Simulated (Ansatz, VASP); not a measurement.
# Cross-check of Be48H95 (V_H1) between VASP and Ansatz

Wanted: the spread between two codes on one cell, functional and k mesh. The cell is taken from a series of runs on this material, whose earlier steps may have relaxed, scaled, displaced or heated it; both programs get it as it stands.

Method: plane waves, with VASP 6.6.1 beside it; single point at PBEsol, in Ansatz 0.2.0.

### 1. The starting structure

The cell holds 143 atoms: 48 Be and 95 H. Cell: a = 12.225 Å, b = 12.225 Å, c = 12.225 Å, α = 141.9°, β = 88.5°, γ = 103.9°. It derives from BeH2 (BeH2 (Ibam)). Nearest the centre at fractional (0.622, 0.447, 0.415): Be27 at 1.43 Å, Be25 at 1.49 Å, H121 at 2.09 Å, H114 at 2.12 Å, H52 at 2.33 Å, H107 at 2.36 Å, H102 at 2.39 Å, H137 at 2.48 Å.

### 2. Ansatz: single point, PBEsol

Ansatz runs on its default PAW (the set named soft_2) files.

A single point gives forces, pressure and levels at one fixed geometry, so differences don't come from the geometry; what else differs is listed under the comparison.

Input file input.yaml:

```yaml
crystal:
  checkpoint: "../q0_M1.relax_smeared.run"
  host: checkpoint
basis:
  ecutwfc: 420
  xc_grid: 2
hamiltonian:
  xc: pbesol
kpoints:
  mp_grid: { grid: [1, 1, 1] }
magnetization:
  spin_polarized: true
  initial_magnetization: 1
  spin_locking: { lock_magnetization: hard }
scf:
  occupations: { method: fermi_dirac, width: 0.01 }
  max_iter: 100
output:
  forces: true
  eigenvalues: true
  charged_corrections:
    epsilon: [3.63, 3.74, 3.59]
    static_epsilon: [4.37, 5.16, 5.26]
    defect_position: [0.621773, 0.447316, 0.415093]
  eigenstates: { localisation: true }
  populations: true
  efg: {}
  band_densities: [{ bands: [v1, v1] }, { bands: [c1, c1] }]
  write_density: true
  write_potential: true
  volumetric_format: npy
  elf: true
checkpoint:
  read: "../q0_M1.relax_smeared.run"
  write: "../q0_M1.point.run"
  compress: false
  write_wavefunctions: false
  write_every: 100000
```

Command:

```sh
$ ansatz run input.yaml --threads 4 --pin off --max-ram 7536MiB --backend cpu --events-out ev --progress --plain --runs-dir out
```

Numbers of over 12 decimals in the logs are rounded to 6 here.

Output:

```text
crystal.checkpoint: the structure is that of <dir>, a `relax` run, at its step 5: its result, under pbesol at a charge of 0 e; 143 atoms read, 0 with a starting moment; crystal.structure_sha256 for this input is
Engine: ansatz 0.2.0, x86_64-unknown-linux-gnu
Pseudopotentials: kind: paw
Pseudopotential: Be, paw, valence charge 2, recommended cutoff 420 eV (normal), Be.paw.azcp
Pseudopotential: H, paw, valence charge 1, recommended cutoff 420 eV (normal), H.paw.azcp
Functional definition: PBEsol
  exchange = pbesol_x
  correlation = pbesol_c
Crystal: 143 atoms, lattice volume = 1054.414 Å³
Basis set: ecut = 420 eV, 20653 PW (Γ), exchange–correlation on 180×180×180 points (8 copies of the dense FFT grid, shifted against one another)
Bands: 239, of which v1, the nominal top of the filled ones, is band 96 counted from 1 (95 counted from 0)
Symmetry: 1 space group operations
Space group: P1 (ITA 1), of the structure as read, at distance tolerance 1.0e-4 Å
Magnetic group: BNS 1.1 (UNI 1), of the structure as read, at distance tolerance 1.0e-4 Å
k-points: 1
Non-local potential: Be, projectors of the file, l = 0: 2, l = 1: 2, l = 2: 1
Non-local potential: H, projectors of the file, l = 0: 2, l = 1: 1
PAW form: soft (Blöchl's): semilocal exchange-correlation on the pseudo side does not see the compensation charge
PAW frozen core: Be, regenerated for the run's functional, and the local potential with it (the file was generated under x = pbe(κ = 0.804, μ = 0.219515), c = pbe(β = 0.066725))
PAW one-centre angular grid: Be, 110 points (default); XC on 64 Gauss nodes
PAW one-centre angular grid: H, 110 points (default); XC on 64 Gauss nodes
Initial density: read from a saved state, or passed on in memory by an earlier SCF of this step, an earlier step, the calling program or the single point that the run made first
Starting moments: Σ|m| = 1 μB on 143 of 143 sites; this step starts from the density that it was given
Initial wavefunctions: those read from a saved state, or passed on in memory by an earlier step or the calling program
Functional: x = pbesol(κ = 0.804, μ = 0.123457), c = pbesol(β = 0.046)
SCF iter   1: F=—  HF=-5824.295671 eV  |F-HF|=—  |Δ(HF+E_count)|=         —  Δρ=2.79e-7 (↑2.67e-7 ↓2.79e-7)  dr2=3.28e-9  dr2_m=1.91e-10  M=1.000 μB ∫|m|=1.069 μB  β_m=0.30  ethr=5.43e-12  ⟨swp⟩=4.5  Hψ=1010  notcnv=0
preconditioner: auto → Resta (q_TF=auto, 2.052 Å⁻¹)  ε∞=2.7  [insulator: Δε(μ)=2.675 eV  Ē_g=11.979 eV  σ=0.010 eV  W_gap=1.00  n_scr=150 (ndim 8)  ℏωp=15.8 eV  f_vac=0.000  D(μ)=0.00/eV (n_scr^D=0)  ε∞_Penn≈2.7]
spin=Collinear: Resta preconditioning applied to the charge; magnetization (m = ρ↑ − ρ↓) channel mixes plain (no charge-response kernel on spin).
SCF iter   2: F=-5824.295671 eV  HF=-5824.295671 eV  |F-HF|=2.10e-9  |Δ(HF+E_count)|=   1.46e-9  Δρ=2.14e-7 (↑2.03e-7 ↓2.14e-7)  dr2=1.90e-9  dr2_m=1.14e-10  M=1.000 μB ∫|m|=1.069 μB  ethr=1.72e-12  ⟨swp⟩=5.0  Hψ=1176  notcnv=0
SCF 1 converged in 2 iterations: F = -5824.295671 eV  dr2 = 1.90e-9
  greatest PAW one-centre occupation: 0.384 electrons in one spin orbital (limit 2), on the Be atom at site 72 (counted from 0), in its partial waves of l = 0
SCF converged after 2 iterations
Magnetization: 1.0000 μB (96.0000 up, 95.0000 down)
Absolute magnetization: 1.0698 μB (∫|ρ↑−ρ↓|, with the PAW one-centre terms)
Spin contamination: 0.0024 ħ² per cell (⟨S²⟩ above its minimum at these occupations)
[...]
k-point 0 ↓: bands = [... 92 lower, -1.0750, -1.0604, -1.0077, 2.8424, 4.0193, 4.3832, 4.4029, 4.4060, ... 139 higher]
--- Löwdin populations: 143 sites ---
  site symbol       q [e]    m [muB]
     0     Be      0.5759     0.0001
     1     Be      0.5781     0.0015
     2     Be      0.5641    -0.0000
     3     Be      0.5662     0.0032
     4     Be      0.5635     0.0000
     5     Be      0.5732     0.0007
     6      H      1.5889     0.0003
     7      H      1.5896     0.0003
     8      H      1.5842     0.0050
     9      H      1.5841     0.0120
    10      H      1.5931    -0.0001
    11      H      1.5935    -0.0000
    12      H      1.5928    -0.0000
    13      H      1.5873     0.0010
    14      H      1.5894     0.0000
    15      H      1.5887     0.0000
    16      H      1.5892    -0.0002
    17      H      1.5881    -0.0000
    18     Be      0.5759     0.0000
    19     Be      0.5756     0.0000
    20     Be      0.5642     0.0000
    21     Be      0.5636    -0.0000
    22     Be      0.5642     0.0001
    23     Be      0.5644     0.0000
[...]
135      H      1.5931    -0.0000
   136      H      1.5917     0.0006
   137      H      1.5931     0.0002
   138      H      1.5923     0.0001
   139      H      1.5886     0.0003
   140      H      1.5871     0.0018
   141      H      1.5891    -0.0000
   142      H      1.5875     0.0002
  spilling = 0.064623 (of n_electrons = 191.000000)
--- Band densities, each state counted as filled ---
  window                                       electrons  max residual (eV)  cut levels
  bands: [v1, v1]                    1.000000 + 1.000000             4.9e-5           0
  bands: [c1, c1]                    1.000000 + 1.000000             4.6e-6           0
```

### 3. VASP: single point, PBEsol

The same cell, functional, mesh and smearing now go to VASP, with its own data sets.

Lines of VASP's logs that name or quote its potential files are left out, and so is its time.

Input file INCAR:

```
SYSTEM = Be48H95
PREC = Accurate
ENCUT = 520
EDIFF = 1E-06
NELM = 200
ISMEAR = -1
SIGMA = 0.01
LREAL = Auto
ALGO = Normal
GGA = PS
NBANDS = 195
ISPIN = 2
MAGMOM = 0 -0 0 0 0 -0 0 -0 0 0 0 0 0 0 0 0 0 -0 0 0 0 0 0 0 0.04 -0 0.04 0 0 -0 0 0 0 0 0 0 0 0 -0 -0 0 0 0 0 0 0 -0 0 -0 0 0 0 -0 0 -0 0 0 -0 -0 -0 0 0 0 0 0.01 -0 -0 -0 0 0 0 -0 0 0 0 0 0 0 -0 0 0 0 0 0 0 -0 -0 0 0 0 0 0 0 -0 0 0 -0 0 -0 0 0 0 0 -0 0.01 0 0 0 0 0 0 -0 0 -0 0 0 0 -0 -0 -0 -0 0 0 0 -0 -0 0 0 -0 0 0 -0 0 0 -0 -0 0 -0 0 0 0 0 0
LORBIT = 11
LWAVE = .FALSE.
LCHARG = .FALSE.
ISIF = 2
NUPDOWN = 1
LASPH = .TRUE.
GGA_COMPAT = .FALSE.
```

Input file POSCAR:

```
Be48H95
1.0
   -3.9933261508      8.7573595481      7.5377721599
    3.9933261508     -8.7573595481      7.5377721599
    3.9933261508      8.7573595481     -7.5377721599
Be H
48 95
Direct
    0.1255181610      0.3753043641      0.2509600108
    0.3764388895      0.1262845775      0.2517842181
[... 1 atom line left out ...]
    0.3348600216      0.4428097890      0.2770026308
[... 1 atom line left out ...]
    0.4189123924      0.1946211399      0.1106611591
[... 17 atom lines left out ...]
    0.4156555320      0.6926819399      0.6086473007
    0.6217242274      0.3677542083      0.2412159315
[... 1 atom line left out ...]
    0.5825742384      0.3031185786      0.3845600169
    0.8325043674      0.4418354209      0.2784793045
    0.6652501085      0.0550304749      0.2215932744
[... 11 atom lines left out ...]
    0.6655056974      0.5589372618      0.2267820736
[... 1 atom line left out ...]
    0.6253574796      0.8759434301      0.7513810306
    0.8763034811      0.6276653903      0.7525064452
    0.5846313213      0.8085952280      0.8919954248
    0.8343798284      0.9431225543      0.7776922763
    0.6674293629      0.5594072348      0.7189121427
    0.9164883166      0.6938673224      0.6098271282
    0.2831020884      0.1973233210      0.3249048621
[... 1 atom line left out ...]
    0.3824797418      0.0563864769      0.0887101269
    0.4700173862      0.2922123901      0.4173799402
[... 3 atom lines left out ...]
    0.4127068592      0.3732449149      0.2805405846
[... 8 atom lines left out ...]
    0.3380408312      0.1172506378      0.9627990575
[... 11 atom lines left out ...]
    0.3421154520      0.6208873504      0.4606749584
[... 5 atom lines left out ...]
    0.3707794511      0.9570011005      0.1755594203
[... 3 atom lines left out ...]
    0.3778188909      0.5531135644      0.5846774171
[... 9 atom lines left out ...]
    0.7813097822      0.1934506785      0.3235450423
    0.6264693753      0.0410361874      0.3229345461
[... 3 atom lines left out ...]
    0.5917999796      0.1277842923      0.2162937068
    0.6589071347      0.3828140980      0.0418838074
    0.9093611814      0.3702209154      0.2795901686
    0.5304721341      0.2057553973      0.0731363868
    0.8675269962      0.4562376146      0.1762063335
    0.7174510997      0.3010477134      0.1804469043
[... 6 atom lines left out ...]
    0.6705650219      0.3968796724      0.5346076608
[... 5 atom lines left out ...]
    0.7811483952      0.6977418524      0.3258910392
    0.6317749411      0.5445525302      0.3305359844
[... 2 atom lines left out ...]
    0.8399146806      0.6195852785      0.4623169125
[... 7 atom lines left out ...]
    0.7831787263      0.6990926337      0.8273271790
    0.6250424558      0.5339558535      0.8105718688
    0.8820122412      0.5569223715      0.5890587017
[... 2 atom lines left out ...]
    0.5930992624      0.6346132645      0.7196330375
    0.6585144680      0.8808572490      0.5405584796
    0.9096592488      0.8708818294      0.7802156652
    0.5320114693      0.7082316837      0.5876790828
    0.6217235972      0.9485894242      0.9165283648
    0.8710720585      0.9576659253      0.6762018178
    0.7184743847      0.8045540280      0.6772620394
```

Input file KPOINTS:

```
Automatic mesh
0
Gamma
1 1 1
0 0 0
```

The projector-augmented-wave data sets are Be and H (PBE family, release 64).

Command:

```sh
$ export OMP_NUM_THREADS=3
$ mpirun -np 1 vasp_gam
```

Output:

```text
[banner, memory and clock lines left out]
running    1 mpi-ranks, on    1 nodes
[...]
Offloading initialized ...    1 GPUs detected
[...]
|                                                                             |
|               ----> ADVICE to this user running VASP <----                  |
|                                                                             |
|     You enforced a specific xc type in the INCAR file but a different       |
|     [... a line on the potential file left out ...]
|     I HOPE YOU KNOW WHAT YOU ARE DOING!                                     |
|                                                                             |

 LDA part: xc-table for (Slater+PW92), standard interpolation
 POSCAR, INCAR and KPOINTS ok, starting setup
[...]
entering main loop
       N       E                     dE             d eps       ncg     rms          rms(c)
DAV:   1     0.649129071232E+03    0.64913E+03   -0.79128E+04   780   0.856E+02
DAV:   2    -0.390022114072E+03   -0.10392E+04   -0.84210E+03  1128   0.181E+02
DAV:   3    -0.528928429295E+03   -0.13891E+03   -0.13620E+03  1016   0.565E+01
DAV:   4    -0.531822573315E+03   -0.28941E+01   -0.28861E+01   984   0.853E+00
[...]
DAV:  14    -0.505672200337E+03   -0.61897E-05   -0.38819E-06   952   0.414E-03    0.651E-03
DAV:  15    -0.505672206047E+03   -0.57094E-05   -0.44224E-06   856   0.424E-03    0.247E-03
DAV:  16    -0.505672206605E+03   -0.55782E-06   -0.11004E-06   744   0.194E-03
   1 F= -.50567221E+03 E0= -.50567221E+03  d E =-.708285E-12  mag=     1.0000
```

From OUTCAR (step 3):

```text
 magnetization (x)
# of ion       s       p       d       tot
------------------------------------------
    1       -0.000   0.000   0.000   0.000
    2        0.000  -0.001   0.000  -0.001
    3        0.000  -0.000   0.000   0.000
    4        0.002   0.006   0.000   0.008
    5        0.000   0.000   0.000   0.000
    6       -0.001  -0.004   0.000  -0.005
[...]
141        0.001  -0.000   0.000   0.001
  142        0.000   0.000   0.000   0.000
  143        0.001   0.000   0.000   0.001
--------------------------------------------------
tot          0.115   0.334   0.000   0.449
```

The run ends at a pressure of 1.03 GPa, with forces up to 0.013 eV/Å.

### 4. Differences

Known differences besides the potentials themselves: VASP starts from the moments at which Ansatz ended; the cutoff is 420 eV in Ansatz and 520 eV in VASP (PREC = Accurate, projectors in real space); Ansatz makes its cores anew for this functional, VASP keeps those of its PBE data sets; site moments are counted in spheres of each program's own size. Total energies have different zeros and are not compared.

The two programs side by side:

```
                             quantity  Ansatz  VASP  difference
total moment, fixed by the input (μB)    1.00  1.00        0.00
                  moment on Be27 (μB)    0.04  0.18       -0.14
                  moment on Be25 (μB)    0.04  0.18       -0.14
```

At this near-relaxed geometry the largest component of a force difference is 12 meV/Å. The total moments and the pattern agree; the site moments differ because the programs count them in spheres of different size.

### 5. Summary of results

```
difference in moment on Be27 (single point, PBEsol) : -0.14 μB
```

What this shows: The difference in moment on Be27 is -0.14 μB (single point, PBEsol). How closely two codes agree says nothing of how well the functional describes the real material.

[Lines on the potential files, build, host, timing and source positions are cut from VASP's logs without a mark.]

[Logs are printed without paths, hosts, clocks, repeated set-up lines and the standing remarks that a program may print on its own settings, such as how far it seeks lower states.]

[Hosts, paths, dates, database ids (printed as entryN), source tags and the programs' standing remarks are cut or masked in the printed files.]
